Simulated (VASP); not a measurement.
Output of a VASP run:

**OSZICAR**
```
...
RMM:   3    -0.412528577410E+03   -0.67246E-04   -0.11659E-03   789   0.697E-02    0.353E-02
RMM:   4    -0.412528559088E+03    0.18322E-04   -0.18544E-04   752   0.293E-02    0.132E-02
RMM:   5    -0.412528561375E+03   -0.22875E-05   -0.43288E-05   538   0.137E-02
  20 F= -.41252856E+03 E0= -.41252758E+03  d E =-.111978E-02  mag=     1.0000
       N       E                     dE             d eps       ncg     rms          rms(c)
DAV:   1    -0.412528574435E+03   -0.15347E-04   -0.48200E-03   896   0.177E-01    0.123E-02
RMM:   2    -0.412528579438E+03   -0.50034E-05   -0.71231E-05   620   0.183E-02    0.505E-03
RMM:   3    -0.412528579698E+03   -0.25945E-06   -0.91220E-06   433   0.665E-03    0.331E-03
RMM:   4    -0.412528579512E+03    0.18567E-06   -0.14687E-06   356   0.274E-03
  21 F= -.41252858E+03 E0= -.41252759E+03  d E =-.113792E-02  mag=     1.0000
       N       E                     dE             d eps       ncg     rms          rms(c)
DAV:   1    -0.412528854940E+03   -0.27524E-03   -0.13813E-01   736   0.946E-01    0.681E-02
RMM:   2    -0.412529042439E+03   -0.18750E-03   -0.24366E-03   741   0.109E-01    0.311E-02
RMM:   3    -0.412529067856E+03   -0.25418E-04   -0.41753E-04   816   0.404E-02    0.217E-02
RMM:   4    -0.412529059862E+03    0.79949E-05   -0.62706E-05   706   0.171E-02
  22 F= -.41252906E+03 E0= -.41252801E+03  d E =-.480349E-03  mag=     1.0000
       N       E                     dE             d eps       ncg     rms          rms(c)
DAV:   1    -0.412529061340E+03    0.65166E-05   -0.28589E-04   816   0.434E-02    0.467E-03
RMM:   2    -0.412529061449E+03   -0.10886E-06   -0.61523E-06   424   0.551E-03    0.192E-03
RMM:   3    -0.412529061462E+03   -0.13151E-07   -0.68619E-07   280   0.204E-03    0.110E-03
RMM:   4    -0.412529061449E+03    0.13220E-07   -0.98060E-08   124   0.135E-03
  23 F= -.41252906E+03 E0= -.41252802E+03  d E =-.481936E-03  mag=     1.0000
       N       E                     dE             d eps       ncg     rms          rms(c)
DAV:   1    -0.412529161449E+03   -0.99987E-04   -0.11910E-01   736   0.880E-01    0.606E-02
RMM:   2    -0.412529318232E+03   -0.15678E-03   -0.20117E-03   743   0.985E-02    0.272E-02
RMM:   3    -0.412529338906E+03   -0.20674E-04   -0.33499E-04   811   0.372E-02    0.193E-02
RMM:   4    -0.412529332568E+03    0.63383E-05   -0.51133E-05   626   0.157E-02
  24 F= -.41252933E+03 E0= -.41252831E+03  d E =-.271119E-03  mag=     1.0000
       N       E                     dE             d eps       ncg     rms          rms(c)
DAV:   1    -0.412529338463E+03    0.44322E-06   -0.17580E-03   864   0.107E-01    0.737E-03
RMM:   2    -0.412529340328E+03   -0.18650E-05   -0.27466E-05   497   0.115E-02    0.304E-03
RMM:   3    -0.412529340386E+03   -0.58346E-07   -0.32230E-06   401   0.410E-03    0.186E-03
RMM:   4    -0.412529340277E+03    0.10865E-06   -0.37919E-07   210   0.173E-03
  25 F= -.41252934E+03 E0= -.41252831E+03  d E =-.278829E-03  mag=     1.0000
       N       E                     dE             d eps       ncg     rms          rms(c)
DAV:   1    -0.412529361835E+03   -0.21449E-04   -0.73501E-02   736   0.693E-01    0.515E-02
RMM:   2    -0.412529470618E+03   -0.10878E-03   -0.13640E-03   741   0.817E-02    0.235E-02
RMM:   3    -0.412529485093E+03   -0.14475E-04   -0.23213E-04   814   0.303E-02    0.165E-02
RMM:   4    -0.412529480567E+03    0.45257E-05   -0.36210E-05   515   0.131E-02
  26 F= -.41252948E+03 E0= -.41252847E+03  d E =-.140290E-03  mag=     1.0000
```

OUTCAR:
```
------------------------ aborting loop because EDIFF is reached ----------------------------------------
  FORCE on cell =-STRESS in cart. coord.  units (eV):
  Direction    XX          YY          ZZ          XY          YZ          ZX
  --------------------------------------------------------------------------------------
  Total       63.5815454     63.9864240     32.8123655      0.0237648     -0.0596501      0.0034129
  in kB      117.5390352    118.2875079     60.6580692      0.0439325     -0.1102713      0.0063093
  external PRESSURE =      98.8282041 kB  Pullay stress =       0.0000000 kB
  volume of cell :      866.68
      direct lattice vectors                 reciprocal lattice vectors
     4.868317893 -8.432173817  0.000000000     0.102704879 -0.059296690  0.000000000
     4.868317893  8.432173817  0.000000000     0.102704879  0.059296690  0.000000000
     0.000000000  0.000000000 10.556283981     0.000000000  0.000000000  0.094730305
  FREE ENERGIE OF THE ION-ELECTRON SYSTEM (eV)
  ---------------------------------------------------
  free  energy   TOTEN  =      -412.5294805670 eV

  energy  without entropy=     -412.5274549898  energy(sigma->0) =     -412.52846778

 total charge

# of ion       s       p       d       tot
------------------------------------------
    1        1.016   1.330   0.348   2.695
    2        1.011   1.354   0.360   2.725
    3        1.030   1.364   0.355   2.748
    4        1.117   1.302   0.338   2.757
    5        1.016   1.331   0.348   2.695
    6        1.009   1.361   0.362   2.732
    7        1.029   1.365   0.355   2.749
    8        1.025   1.335   0.348   2.708
    9        1.017   1.348   0.357   2.722
   10        1.009   1.360   0.362   2.731
   11        1.021   1.374   0.367   2.763
   12        1.025   1.333   0.348   2.705
   13        1.018   1.383   0.373   2.774
   14        1.011   1.354   0.359   2.724
   15        1.025   1.319   0.345   2.689
   16        1.121   1.293   0.335   2.748
   17        1.016   1.330   0.348   2.694
   18        1.011   1.354   0.360   2.725
   19        1.030   1.364   0.355   2.749
   20        1.117   1.300   0.338   2.755
   21        1.019   1.382   0.373   2.774
   22        1.011   1.372   0.367   2.750
   23        1.025   1.319   0.345   2.688
   24        1.022   1.418   0.387   2.828
   25        1.019   1.382   0.373   2.774
   26        1.011   1.372   0.367   2.749
   27        1.025   1.318   0.344   2.687
   28        1.022   1.418   0.387   2.827
   29        1.017   1.348   0.357   2.723
   30        1.009   1.360   0.362   2.732
   31        1.021   1.374   0.367   2.763
   32        1.025   1.333   0.348   2.706
   33        1.017   1.348   0.357   2.722
   34        1.011   1.371   0.367   2.749
   35        1.021   1.374   0.367   2.763
   36        1.022   1.417   0.386   2.825
   37        1.286   2.397   0.000   3.683
   38        1.257   2.438   0.000   3.695
   39        1.250   2.452   0.000   3.702
   40        1.272   2.418   0.000   3.691
   41        1.285   2.398   0.000   3.683
   42        1.256   2.442   0.000   3.697
   43        1.250   2.452   0.000   3.702
   44        1.254   2.453   0.000   3.707
   45        1.259   2.435   0.000   3.694
   46        1.256   2.442   0.000   3.697
   47        1.253   2.447   0.000   3.700
   48        1.254   2.453   0.000   3.707
...
```
(Selected blocks of OUTCAR.)

**POSCAR**
```
Ga36MgN36
1
    4.8683178927    -8.4321738171     0.0000000000
    4.8683178927     8.4321738171     0.0000000000
    0.0000000000     0.0000000000    10.5562839806
Ga N Mg
36 36 1
Direct
  0.2222220000   0.1111110000   0.2500000000
  0.1111110000   0.2222220000   0.0000000000
  0.2252070000   0.1151630000   0.7480360000
  0.1075820000   0.2211740000   0.4992540000
  0.2222220000   0.4444440000   0.2500000000
  0.1111110000   0.5555560000   0.0000000000
  0.2260990000   0.4435850000   0.7485860000
  0.1111110000   0.5555560000   0.5000000000
  0.2222220000   0.7777780000   0.2500000000
  0.1111110000   0.8888890000   0.0000000000
  0.2222220000   0.7777780000   0.7500000000
  0.1111110000   0.8888890000   0.5000000000
  0.5555560000   0.1111110000   0.2500000000
  0.4444440000   0.2222220000   0.0000000000
  0.5555560000   0.1111110000   0.7500000000
  0.4461440000   0.2185300000   0.4976840000
  0.5555560000   0.4444440000   0.2500000000
  0.4444440000   0.5555560000   0.0000000000
  0.5498240000   0.4400290000   0.7534860000
  0.4397140000   0.5552520000   0.4992920000
  0.5555560000   0.7777780000   0.2500000000
  0.4444440000   0.8888890000   0.0000000000
  0.5555560000   0.7777780000   0.7500000000
  0.4444440000   0.8888890000   0.5000000000
  0.8888890000   0.1111110000   0.2500000000
  0.7777780000   0.2222220000   0.0000000000
  0.8888890000   0.1111110000   0.7500000000
  0.7777780000   0.2222220000   0.5000000000
  0.8888890000   0.4444440000   0.2500000000
  0.7777780000   0.5555560000   0.0000000000
  0.8888890000   0.4444440000   0.7500000000
  0.7777780000   0.5555560000   0.5000000000
  0.8888890000   0.7777780000   0.2500000000
  0.7777780000   0.8888890000   0.0000000000
  0.8888890000   0.7777780000   0.7500000000
  0.7777780000   0.8888890000   0.5000000000
  0.2201580000   0.1095420000   0.4359970000
  0.1111110000   0.2222220000   0.1885000000
  0.2222220000   0.1111110000   0.9385000000
  0.1104420000   0.2161160000   0.6865010000
  0.2230530000   0.4445900000   0.4340300000
  0.1111110000   0.5555560000   0.1885000000
  0.2222220000   0.4444440000   0.9385000000
  0.1111110000   0.5555560000   0.6885000000
  0.2222220000   0.7777780000   0.4385000000
  0.1111110000   0.8888890000   0.1885000000
  0.2222220000   0.7777780000   0.9385000000
  0.1111110000   0.8888890000   0.6885000000
  0.5555560000   0.1111110000   0.4385000000
  0.4444440000   0.2222220000   0.1885000000
  0.5555560000   0.1111110000   0.9385000000
  0.4437440000   0.2167000000   0.6892040000
  0.5519610000   0.4441200000   0.4357410000
  0.4444440000   0.5555560000   0.1885000000
  0.5555560000   0.4444440000   0.9385000000
  0.4470490000   0.5578830000   0.6904340000
  0.5555560000   0.7777780000   0.4385000000
  0.4444440000   0.8888890000   0.1885000000
  0.5555560000   0.7777780000   0.9385000000
  0.4444440000   0.8888890000   0.6885000000
  0.8888890000   0.1111110000   0.4385000000
  0.7777780000   0.2222220000   0.1885000000
  0.8888890000   0.1111110000   0.9385000000
  0.7777780000   0.2222220000   0.6885000000
  0.8888890000   0.4444440000   0.4385000000
  0.7777780000   0.5555560000   0.1885000000
  0.8888890000   0.4444440000   0.9385000000
  0.7777780000   0.5555560000   0.6885000000
  0.8888890000   0.7777780000   0.4385000000
  0.7777780000   0.8888890000   0.1885000000
  0.8888890000   0.7777780000   0.9385000000
  0.7777780000   0.8888890000   0.6885000000
  0.3350940000   0.3360530000   0.5994280000
```

Task: Reconstruct the remaining input files.

Result: One answer among several that fit: the input of the run itself, PBE GGA, plane waves, VASP's PBE PAW potentials (set 64).

File KPOINTS:
```
Automatic mesh
0
Gamma
 1 1 1
0 0 0
```

**INCAR**
```
LWAVE = .False.
NELM = 100   ! most electronic steps
LREAL = Auto   ! projection in real space or not
IBRION = 2   ! conjugate gradients
EDIFF = 1E-5
LORBIT = 10
ENCUT = 400   ! plane-wave cut-off (eV)
EDIFFG = -0.03   ! ionic stop
NSW = 60   ! most ionic steps
ISPIN = 2   ! spin-polarised
NUPDOWN = 1
NELECT = 293.0
SIGMA = 0.05   ! width (eV)
MAGMOM = 73*0.0137
ISYM = 0
ISIF = 2   ! forces and stress, cell fixed
NELMIN = 4
ISMEAR = 0   ! Gaussian
ALGO = Fast   ! Davidson, then RMM-DIIS
SYSTEM = Ga36MgN36
LMAXMIX = 4
LASPH = .True.   ! aspherical one-centre terms
GGA = PE   ! PBE
LCHARG = .False.
PREC = Normal
```

POTCAR, in this order: Ga N Mg (PBE.64 set). Program: vasp_gam.

At this cut-off the stress carries a Pulay error, which pulls relaxed volumes low. The cell is charged, with a uniform compensating background. The supercell is sampled at Γ alone, which is coarse: total energies, pressure and levels can be off, energies of defects by several tenths of an eV.

The cell is a supercell with a defect, built from GaN (wurtzite): Mg_i, charge -3.
